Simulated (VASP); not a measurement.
# A VASP study of Titanium (r2SCAN): structure first, properties next, part 3 of 4

What structure does Titanium take at this level, and what are its properties? Left out of this account: 1 further run (relaxation: a spoilt try). This is not the structure that Ti takes at ambient conditions. The start is a cell from a database of measured crystal structures.

VASP 6.6.1; r2SCAN; plane waves and PAW (Ti_sv).

Still holding for the runs below: The k-mesh is coarse for a metal.

So far. Step 5 (Band structure (r2SCAN)): Of the bands kept, 2 cross the Fermi level on this path. Step 6 (Total and projected DOS (r2SCAN)): The finer mesh and the other smearing move the Fermi level by +0.01 eV from the 10×10×10 run, a small shift, which tests the Fermi level alone. Of the states within 0.3 eV of the Fermi level, the largest shares in the PAW spheres are Ti d 63 % and Ti p 6 %. The rest lies in smaller channels or between the spheres.

### Step 7. Volume scan with r2SCAN

An equation of state needs energies on both sides of the minimum, all on one mesh and cutoff.

Input file INCAR:

```
SYSTEM = Ti
PREC = Accurate
ENCUT = 400
EDIFF = 1E-06
NELM = 100
ISMEAR = 1
SIGMA = 0.2
LREAL = .FALSE.
ALGO = Normal
METAGGA = R2SCAN
LASPH = .TRUE.
NBANDS = 12
LORBIT = 11
LWAVE = .FALSE.
LCHARG = .FALSE.
KPAR = 2
ISIF = 2
```

Input file POSCAR:

```
Ti
1.0
   -1.5925380884      1.5925380884      1.5925380884
    1.5925380884     -1.5925380884      1.5925380884
    1.5925380884      1.5925380884     -1.5925380884
Ti
1
Direct
    0.0000000000      0.0000000000      0.0000000000
```

Input file KPOINTS:

```
Automatic mesh
0
Gamma
10 10 10
0 0 0
```

PAW data sets: Ti_sv (PBE family, release 64).

The run is started by

```
$ mpirun -np 2 vasp_std
```

Output:

```text
[... set-up lines as in an earlier step ...]
 entering main loop
       N       E                     dE             d eps       ncg     rms          rms(c)
DAV:   1     0.734518506537E+02    0.73452E+02   -0.58542E+03  1148   0.106E+03
DAV:   2    -0.132144067756E+02   -0.86666E+02   -0.84447E+02  1144   0.282E+02
DAV:   3    -0.169400312061E+02   -0.37256E+01   -0.36891E+01  1440   0.624E+01
DAV:   4    -0.170287825526E+02   -0.88751E-01   -0.88620E-01  1304   0.826E+00
DAV:   5    -0.170314578569E+02   -0.26753E-02   -0.26753E-02  1320   0.115E+00    0.108E+01
DAV:   6    -0.127426895515E+02    0.42888E+01   -0.47049E+00  1300   0.356E+01    0.171E+00
DAV:   7    -0.127629050697E+02   -0.20216E-01   -0.95799E-02  1208   0.289E+00    0.111E+00
DAV:   8    -0.127811858143E+02   -0.18281E-01   -0.64979E-02  1544   0.263E+00    0.510E-01
DAV:   9    -0.127802792830E+02    0.90653E-03   -0.26880E-02  1220   0.246E+00    0.359E-01
DAV:  10    -0.127783014392E+02    0.19778E-02   -0.61346E-03  1216   0.125E+00    0.428E-02
DAV:  11    -0.127783048626E+02   -0.34234E-05   -0.66595E-05  1284   0.991E-02    0.112E-02
DAV:  12    -0.127783061481E+02   -0.12855E-05   -0.79708E-06  1260   0.280E-02    0.504E-03
DAV:  13    -0.127783057402E+02    0.40791E-06   -0.76661E-07   916   0.121E-02
   1 F= -.12778306E+02 E0= -.12779866E+02  d E =0.468225E-02
```

It took 7.4 s on 2 MPI ranks of Intel Xeon 6975P-C (Granite Rapids), shared host; peak memory 0.22 GiB; 14 s of CPU time.

OUTCAR, selected parts (step 7):

```text
   ENCUT  =  400.0 eV  29.40 Ry    5.42 a.u.   4.50  4.50  4.50*2*pi/ulx,y,z

   NELECT =      12.0000    total number of electrons

 E-fermi :   8.9082

 k-point     1 :       0.0000    0.0000    0.0000
  band No.  band energies     occupation
      1     -49.8410      2.00000
      2     -24.5585      2.00000
      3     -24.5585      2.00000
      4     -24.5585      2.00000
      5       2.4563      2.00000
      6      10.1198     -0.00000
      7      10.1198     -0.00000
      8      10.1199     -0.00000
      9      12.0617     -0.00000
     10      12.0617     -0.00000
    ...

  Total        0.7687148      0.7687148      0.7687148      0.0000000     -0.0000000      0.0000000
  in kB       76.2335815     76.2335815     76.2335815      0.0000000     -0.0000000      0.0000000
  external PRESSURE =      76.2335815 kB  Pullay stress =       0.0000000 kB

  FREE ENERGIE OF THE ION-ELECTRON SYSTEM (eV)
  ---------------------------------------------------
  free  energy   TOTEN  =       -12.7783057402 eV

  energy  without entropy=      -12.7829879879  energy(sigma->0) =      -12.77986649

[... 5 parts as in an earlier step ...]

[... 12 further parts left out ...]
```

The scan keeps the cell's shape and the fractional positions fixed.

This step gave:

| Property | Result |
| --- | --- |
| bands | 12 |
| irreducible k-points | 47 |
| free energy (TOTEN) | -12.78 eV |
| energy at zero smearing | -12.78 eV |
| Fermi energy | 8.908 eV |
| pressure | 7.623 GPa |

The pressure here is 7.62 GPa.

### Step 8. Volume scan with r2SCAN (run 2)

INCAR is that of step 7.

Input file POSCAR:

```
Ti
1.0
   -1.6037535148      1.6037535148      1.6037535148
    1.6037535148     -1.6037535148      1.6037535148
    1.6037535148      1.6037535148     -1.6037535148
Ti
1
Direct
    0.0000000000      0.0000000000      0.0000000000
```

KPOINTS is that of step 7.

The run is started by

```
$ mpirun -np 2 vasp_std
```

Output:

```text
[... set-up lines as in an earlier step ...]
 entering main loop
       N       E                     dE             d eps       ncg     rms          rms(c)
DAV:   1     0.709170659747E+02    0.70917E+02   -0.57691E+03  1144   0.105E+03
DAV:   2    -0.131647665635E+02   -0.84082E+02   -0.81758E+02  1148   0.275E+02
DAV:   3    -0.169843855163E+02   -0.38196E+01   -0.37566E+01  1468   0.610E+01
DAV:   4    -0.170697841937E+02   -0.85399E-01   -0.85308E-01  1244   0.836E+00
DAV:   5    -0.170716539209E+02   -0.18697E-02   -0.18696E-02  1312   0.115E+00    0.106E+01
DAV:   6    -0.127602183973E+02    0.43114E+01   -0.48159E+00  1292   0.359E+01    0.168E+00
DAV:   7    -0.127790106609E+02   -0.18792E-01   -0.95774E-02  1212   0.290E+00    0.108E+00
DAV:   8    -0.127961266658E+02   -0.17116E-01   -0.59861E-02  1556   0.253E+00    0.480E-01
DAV:   9    -0.127953484362E+02    0.77823E-03   -0.24180E-02  1216   0.234E+00    0.329E-01
DAV:  10    -0.127935835933E+02    0.17648E-02   -0.52976E-03  1184   0.116E+00    0.384E-02
DAV:  11    -0.127935908916E+02   -0.72983E-05   -0.60521E-05  1328   0.932E-02    0.900E-03
DAV:  12    -0.127935919220E+02   -0.10304E-05   -0.67913E-06  1244   0.236E-02    0.440E-03
DAV:  13    -0.127935914512E+02    0.47079E-06   -0.73253E-07   860   0.121E-02
   1 F= -.12793591E+02 E0= -.12794907E+02  d E =0.394596E-02
```

The job ended after 8.2 s (2 MPI ranks; peak memory 0.21 GiB; 15 s of CPU time).

Parts of OUTCAR (step 8):

```text
   ENCUT  =  400.0 eV  29.40 Ry    5.42 a.u.   4.53  4.53  4.53*2*pi/ulx,y,z

   NELECT =      12.0000    total number of electrons

 E-fermi :   8.6705

 k-point     1 :       0.0000    0.0000    0.0000
  band No.  band energies     occupation
      1     -50.1195      2.00000
      2     -24.8668      2.00000
      3     -24.8668      2.00000
      4     -24.8668      2.00000
      5       2.2616      2.00000
      6       9.8663     -0.00000
      7       9.8663     -0.00000
      8       9.8663     -0.00000
      9      11.7585     -0.00000
     10      11.7585     -0.00000
    ...

  Total        0.5035442      0.5035442      0.5035442      0.0000000     -0.0000000      0.0000000
  in kB       48.8962250     48.8962250     48.8962250      0.0000000     -0.0000000      0.0000000
  external PRESSURE =      48.8962250 kB  Pullay stress =       0.0000000 kB

 POSITION                                       TOTAL-FORCE (eV/Angst)
 -----------------------------------------------------------------------------------
      0.00000      0.00000      0.00000         0.000000     -0.000000      0.000000
 -----------------------------------------------------------------------------------
    total drift:                                0.000000      0.000000      0.000000

  FREE ENERGIE OF THE ION-ELECTRON SYSTEM (eV)
  ---------------------------------------------------
  free  energy   TOTEN  =       -12.7935914512 eV

  energy  without entropy=      -12.7975374080  energy(sigma->0) =      -12.79490677

[... 5 parts as in an earlier step ...]

[... 11 further parts left out ...]
```

Numbers from this step:

| Property | Result |
| --- | --- |
| free energy (TOTEN) | -12.79 eV |
| energy at zero smearing | -12.79 eV |
| Fermi energy | 8.671 eV |
| pressure | 4.890 GPa |

The pressure falls from 7.62 to 4.89 GPa.

The run ends at a pressure of 4.89 GPa.

### Step 9. Volume scan with r2SCAN (run 3)

INCAR is that of step 8.

Input file POSCAR:

```
Ti
1.0
   -1.6148142334      1.6148142334      1.6148142334
    1.6148142334     -1.6148142334      1.6148142334
    1.6148142334      1.6148142334     -1.6148142334
Ti
1
Direct
    0.0000000000      0.0000000000      0.0000000000
```

KPOINTS is that of step 8.

The run is started by

```
$ mpirun -np 2 vasp_std
```

Output:

```text
[... set-up lines as in an earlier step ...]
 entering main loop
       N       E                     dE             d eps       ncg     rms          rms(c)
DAV:   1     0.697666904301E+02    0.69767E+02   -0.58924E+03  1144   0.105E+03
DAV:   2    -0.132843472278E+02   -0.83051E+02   -0.80748E+02  1172   0.280E+02
DAV:   3    -0.170210288715E+02   -0.37367E+01   -0.36961E+01  1452   0.620E+01
DAV:   4    -0.171039417655E+02   -0.82913E-01   -0.82810E-01  1280   0.835E+00
[...]
DAV:  10    -0.128031224018E+02    0.12772E-02   -0.36765E-03  1204   0.960E-01    0.332E-02
DAV:  11    -0.128031352551E+02   -0.12853E-04   -0.57365E-05  1356   0.832E-02    0.666E-03
DAV:  12    -0.128031352014E+02    0.53748E-07   -0.48470E-06  1260   0.187E-02
   1 F= -.12803135E+02 E0= -.12804212E+02  d E =0.323154E-02
```

It took 7.8 s on 2 MPI ranks; peak memory 0.22 GiB; 15 s of CPU time.

From OUTCAR (step 9):

```text
  Total        0.2520858      0.2520858      0.2520858     -0.0000000     -0.0000000      0.0000000
  in kB       23.9790104     23.9790104     23.9790104     -0.0000000     -0.0000000      0.0000000
  external PRESSURE =      23.9790104 kB  Pullay stress =       0.0000000 kB

  FREE ENERGIE OF THE ION-ELECTRON SYSTEM (eV)
  ---------------------------------------------------
  free  energy   TOTEN  =       -12.8031352014 eV

  energy  without entropy=      -12.8063667388  energy(sigma->0) =      -12.80421238

[... 2 parts as in an earlier step ...]

[... 2 further parts left out ...]
[key lines of the parts left out:]
E-fermi :   8.4431
```

The pressure falls from 4.89 to 2.40 GPa.

The run ends at a pressure of 2.40 GPa.

### Step 10. Volume scan with r2SCAN (run 4)

INCAR is that of step 9.

Input file POSCAR:

```
Ti
1.0
   -1.6257254714      1.6257254714      1.6257254714
    1.6257254714     -1.6257254714      1.6257254714
    1.6257254714      1.6257254714     -1.6257254714
Ti
1
Direct
    0.0000000000      0.0000000000      0.0000000000
```

KPOINTS is that of step 9.

The run is started by

```
$ mpirun -np 2 vasp_std
```

Output:

```text
[... set-up lines as in an earlier step ...]
 entering main loop
       N       E                     dE             d eps       ncg     rms          rms(c)
[... 13 cycles as in an earlier step ...]
   1 F= -.12807332E+02 E0= -.12808214E+02  d E =0.264529E-02
```

Wall time 7.8 s (2 MPI ranks); peak memory 0.21 GiB.

From OUTCAR (step 10):

```text
[... 6 parts as in an earlier step ...]

[... 1 further part left out ...]
[key lines of the parts left out:]
E-fermi :   8.2251
```

The pressure falls from 2.40 to 0.04 GPa.

The run ends at a pressure of 0.04 GPa.

### Step 11. Volume scan with r2SCAN (run 5)

INCAR is that of step 10.

Input file POSCAR:

```
Ti
1.0
   -1.6364921790      1.6364921790      1.6364921790
    1.6364921790     -1.6364921790      1.6364921790
    1.6364921790      1.6364921790     -1.6364921790
Ti
1
Direct
    0.0000000000      0.0000000000      0.0000000000
```

KPOINTS is that of step 10.

The run is started by

```
$ mpirun -np 2 vasp_std
```

Output:

```text
[... set-up lines as in an earlier step ...]
 entering main loop
       N       E                     dE             d eps       ncg     rms          rms(c)
DAV:   1     0.749197783541E+02    0.74920E+02   -0.57614E+03  1128   0.103E+03
DAV:   2    -0.130589725168E+02   -0.87979E+02   -0.85929E+02  1164   0.284E+02
DAV:   3    -0.170609706631E+02   -0.40020E+01   -0.39355E+01  1444   0.643E+01
DAV:   4    -0.171571592382E+02   -0.96189E-01   -0.96021E-01  1272   0.884E+00
[...]
DAV:  11    -0.128066433074E+02   -0.22654E-04   -0.62278E-05  1360   0.658E-02    0.287E-03
DAV:  12    -0.128066407941E+02    0.25133E-05   -0.48679E-06  1208   0.208E-02    0.174E-03
DAV:  13    -0.128066413767E+02   -0.58263E-06   -0.38946E-07   784   0.420E-03
   1 F= -.12806641E+02 E0= -.12807383E+02  d E =0.222510E-02
```

Run time: 7.2 s. Hardware: 2 MPI ranks; peak memory 0.22 GiB; 14 s of CPU time.

Parts of OUTCAR (step 11):

```text
  Total       -0.2304145     -0.2304145     -0.2304145      0.0000000      0.0000000     -0.0000000
  in kB      -21.0580691    -21.0580691    -21.0580691      0.0000000      0.0000000     -0.0000000
  external PRESSURE =     -21.0580691 kB  Pullay stress =       0.0000000 kB

 POSITION                                       TOTAL-FORCE (eV/Angst)
 -----------------------------------------------------------------------------------
      0.00000      0.00000      0.00000        -0.000000      0.000000      0.000000
 -----------------------------------------------------------------------------------
    total drift:                                0.000000      0.000000      0.000000

  FREE ENERGIE OF THE ION-ELECTRON SYSTEM (eV)
  ---------------------------------------------------
  free  energy   TOTEN  =       -12.8066413767 eV

  energy  without entropy=      -12.8088664731  energy(sigma->0) =      -12.80738308

[... 1 part as in an earlier step ...]

[... 2 further parts left out ...]
[key lines of the parts left out:]
E-fermi :   8.0159
```

The pressure falls from 0.04 to -2.11 GPa.

The run ends at a pressure of -2.11 GPa.

### Step 12. Volume scan with r2SCAN (run 6)

INCAR is that of step 11.

Input file POSCAR:

```
Ti
1.0
   -1.6471190494      1.6471190494      1.6471190494
    1.6471190494     -1.6471190494      1.6471190494
    1.6471190494      1.6471190494     -1.6471190494
Ti
1
Direct
    0.0000000000      0.0000000000      0.0000000000
```

KPOINTS is that of step 11.

The run is started by

```
$ mpirun -np 2 vasp_std
```

Output:

```text
[... set-up lines as in an earlier step ...]
 entering main loop
       N       E                     dE             d eps       ncg     rms          rms(c)
DAV:   1     0.722665437593E+02    0.72267E+02   -0.57952E+03  1140   0.103E+03
DAV:   2    -0.132796470821E+02   -0.85546E+02   -0.83151E+02  1152   0.275E+02
DAV:   3    -0.170811349437E+02   -0.38015E+01   -0.37566E+01  1460   0.623E+01
DAV:   4    -0.171770050669E+02   -0.95870E-01   -0.95749E-01  1280   0.891E+00
[...]
DAV:  11    -0.128013186041E+02   -0.25567E-04   -0.69524E-05  1368   0.635E-02    0.229E-03
DAV:  12    -0.128013151456E+02    0.34585E-05   -0.58799E-06  1272   0.223E-02    0.228E-03
DAV:  13    -0.128013156911E+02   -0.54549E-06   -0.59202E-07   856   0.691E-03
   1 F= -.12801316E+02 E0= -.12801971E+02  d E =0.196578E-02
```

It took 11 s on 2 MPI ranks; peak memory 0.23 GiB.

From OUTCAR (step 12):

```text
  Total       -0.4553547     -0.4553547     -0.4553547     -0.0000000      0.0000000     -0.0000000
  in kB      -40.8155338    -40.8155338    -40.8155338     -0.0000000      0.0000000     -0.0000000
  external PRESSURE =     -40.8155338 kB  Pullay stress =       0.0000000 kB

 POSITION                                       TOTAL-FORCE (eV/Angst)
 -----------------------------------------------------------------------------------
      0.00000      0.00000      0.00000         0.000000     -0.000000      0.000000
 -----------------------------------------------------------------------------------
    total drift:                                0.000000     -0.000000      0.000000

  FREE ENERGIE OF THE ION-ELECTRON SYSTEM (eV)
  ---------------------------------------------------
  free  energy   TOTEN  =       -12.8013156911 eV

  energy  without entropy=      -12.8032814731  energy(sigma->0) =      -12.80197095

[... 1 part as in an earlier step ...]

[... 2 further parts left out ...]
[key lines of the parts left out:]
E-fermi :   7.8154
```

The pressure falls from -2.11 to -4.08 GPa.

The run ends at a pressure of -4.08 GPa.

### Step 13. Volume scan with r2SCAN (run 7)

INCAR is that of step 12.

Input file POSCAR:

```
Ti
1.0
   -1.6576105364      1.6576105364      1.6576105364
    1.6576105364     -1.6576105364      1.6576105364
    1.6576105364      1.6576105364     -1.6576105364
Ti
1
Direct
    0.0000000000      0.0000000000      0.0000000000
```

KPOINTS is that of step 12.

The run is started by

```
$ mpirun -np 2 vasp_std
```

Output:

```text
[... set-up lines as in an earlier step ...]
 entering main loop
       N       E                     dE             d eps       ncg     rms          rms(c)
DAV:   1     0.711684027986E+02    0.71168E+02   -0.59074E+03  1140   0.103E+03
DAV:   2    -0.134151068789E+02   -0.84584E+02   -0.82544E+02  1164   0.275E+02
DAV:   3    -0.171153756482E+02   -0.37003E+01   -0.36443E+01  1520   0.614E+01
DAV:   4    -0.171936311766E+02   -0.78256E-01   -0.78166E-01  1284   0.808E+00
[...]
DAV:  11    -0.127920351379E+02   -0.28323E-04   -0.77561E-05  1328   0.670E-02    0.323E-03
DAV:  12    -0.127920306530E+02    0.44849E-05   -0.65113E-06  1292   0.238E-02    0.264E-03
DAV:  13    -0.127920310709E+02   -0.41784E-06   -0.84123E-07   908   0.902E-03
   1 F= -.12792031E+02 E0= -.12792636E+02  d E =0.181426E-02
```

The job ended after 8.6 s (2 MPI ranks; peak memory 0.23 GiB; 16 s of CPU time).

Parts of OUTCAR (step 13):

```text
  Total       -0.6721210     -0.6721210     -0.6721210     -0.0000000      0.0000000     -0.0000000
  in kB      -59.1085847    -59.1085847    -59.1085847     -0.0000000      0.0000000     -0.0000000
  external PRESSURE =     -59.1085847 kB  Pullay stress =       0.0000000 kB

 POSITION                                       TOTAL-FORCE (eV/Angst)
 -----------------------------------------------------------------------------------
      0.00000      0.00000      0.00000         0.000000     -0.000000     -0.000000
 -----------------------------------------------------------------------------------
    total drift:                                0.000000     -0.000000      0.000000

  FREE ENERGIE OF THE ION-ELECTRON SYSTEM (eV)
  ---------------------------------------------------
  free  energy   TOTEN  =       -12.7920310709 eV

  energy  without entropy=      -12.7938453292  energy(sigma->0) =      -12.79263582

[... 1 part as in an earlier step ...]

[... 2 further parts left out ...]
[key lines of the parts left out:]
E-fermi :   7.6224
```

The pressure falls from -4.08 to -5.91 GPa.

The run ends at a pressure of -5.91 GPa.

### Step 14. Fit for r2SCAN

This step: Birch-Murnaghan fit, r2SCAN; plane waves and PAW (VASP 6.6.1).

Derived from the runs above.

This step gave:

| Quantity | Value |
| --- | --- |
| pressure derivative of the bulk modulus | 3.335 |
| r.m.s. error of the fit | 2.72e-5 eV/atom |
| minimum inside the sampled range | yes |
| bulk modulus | 110.8 GPa |
| equilibrium volume of the fit | 17.29 Å³/atom |

Table of energy above the fitted minimum by volume:

| volume (Å³/atom) | energy above the fitted minimum (eV/atom) |
| --- | --- |
| 16.156 | 0.0286 |
| 16.500 | 0.0135 |
| 16.843 | 0.00423 |
| 17.187 | 2.3e-4 |
| 17.531 | 0.00106 |
| 17.875 | 0.00647 |
| 18.218 | 0.0158 |

The fitted volume lies +0.62 % from the relaxed one. At a finite cutoff and mesh the minimum of the energy and the zero of the stress don't quite coincide, and the relaxation stops at a threshold.

### Step 15. Volume scan with r2SCAN (run 8)

This step: r2SCAN; plane waves and PAW (Ti_sv) (VASP 6.6.1).

INCAR is that of step 13.

Input file POSCAR:

```
Ti
1.0
   -1.5925380884      1.5925380884      1.5925380884
    1.5925380884     -1.5925380884      1.5925380884
    1.5925380884      1.5925380884     -1.5925380884
Ti
1
Direct
    0.0000000000      0.0000000000      0.0000000000
```

KPOINTS is that of step 13.

The run is started by

```
$ mpirun -np 2 vasp_std
```

Output:

```text
[... set-up lines as in an earlier step ...]
 entering main loop
       N       E                     dE             d eps       ncg     rms          rms(c)
[... 13 cycles as in an earlier step ...]
   1 F= -.12778306E+02 E0= -.12779866E+02  d E =0.468225E-02
```

It took 8 s on 2 MPI ranks; peak memory 0.22 GiB; 15 s of CPU time.

Parts of OUTCAR (step 15):

```text
[... 6 parts as in an earlier step ...]

[... 1 further part left out ...]
[key lines of the parts left out:]
E-fermi :   8.9082
```

The pressure here is 7.62 GPa.

The run ends at a pressure of 7.62 GPa.

### Step 16. Volume scan with r2SCAN (run 9)

INCAR is that of step 15.

Input file POSCAR:

```
Ti
1.0
   -1.6037535148      1.6037535148      1.6037535148
    1.6037535148     -1.6037535148      1.6037535148
    1.6037535148      1.6037535148     -1.6037535148
Ti
1
Direct
    0.0000000000      0.0000000000      0.0000000000
```

KPOINTS is that of step 15.

The run is started by

```
$ mpirun -np 2 vasp_std
```

Output:

```text
[... set-up lines as in an earlier step ...]
 entering main loop
       N       E                     dE             d eps       ncg     rms          rms(c)
[... 13 cycles as in an earlier step ...]
   1 F= -.12793591E+02 E0= -.12794907E+02  d E =0.394596E-02
```

Wall time 8.2 s (2 MPI ranks); peak memory 0.22 GiB.

Parts of OUTCAR (step 16):

```text
[... 6 parts as in an earlier step ...]

[... 1 further part left out ...]
[key lines of the parts left out:]
E-fermi :   8.6705
```

The pressure falls from 7.62 to 4.89 GPa.

The run ends at a pressure of 4.89 GPa.

(Part 3 of 4 ends here.)

[Lines on the potential files, build, host, timing and source positions are cut from VASP's logs without a mark.]

[Logs are printed without paths, hosts, clocks, repeated set-up lines and the standing remarks that a program may print on its own settings, such as how far it seeks lower states.]

[Hosts, paths, dates, database ids (printed as entryN), source tags and the programs' standing remarks are cut or masked in the printed files.]

[A measured line is paired with the nearest computed mode of its activity, which favours agreement.]
